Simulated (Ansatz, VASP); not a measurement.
**Two plane-wave programs on CsMgBiO3**

```
Bi Cs Mg O
1.0
     3.23052    1.86514    3.79701
    -3.23052    1.86514    3.79701
     0.00000   -3.73028    3.79701
Bi Cs Mg O
1 1 1 3
Direct
  0.56530 0.56530 0.56530
  0.91728 0.91728 0.91728
  0.30219 0.30219 0.30219
  0.98224 0.49139 0.49139
  0.49139 0.49139 0.98224
  0.49139 0.98224 0.49139
```

The cell comes from a database or a generator and needn't be the stable form of this composition.

Alike in both runs: task single point; functional PBE; k mesh 6 × 6 × 6; occupations fermi-dirac, width 0.05 eV; no spin polarisation.

|  | VASP | Ansatz |
| --- | --- | --- |
| version | VASP 6.6.1 | Ansatz 0.2.0 |
| potentials or method | VASP PAW PBE potentials, release 64 (Bi_d, Cs_sv, Mg, O) | Ansatz PAW |
| plane-wave cutoff (eV) | 520 | 420 |
| valence electrons in the cell | 44 | 52 |

VASP gave:

```
gap on the k mesh at the Fermi level (eV)       : 2.55
least direct gap on the mesh (eV)               : 2.55
pressure (GPa)                                  : 0.2
largest component of the traceless stress (GPa) : 0.75
rms of the force components (eV/Å)              : 0.085
```

Q: Estimate Ansatz's values.

A: gap on the k mesh at the Fermi level (eV): 2.56; least direct gap on the mesh (eV): 2.56; pressure (GPa): 0.2; largest component of the traceless stress (GPa): 0.80; rms of the force components (eV/Å): 0.114.

Atom by atom the forces differ by 0.032 eV/Å (rms over components). The two sets of potentials don't hold the same shells in valence.

Caveats: spin-orbit coupling is left out, which as a rule narrows the gap of such compounds by several tenths of an eV. A k mesh can miss the band edges. A hybrid or GW would open this gap; PBE tends to underestimate it.
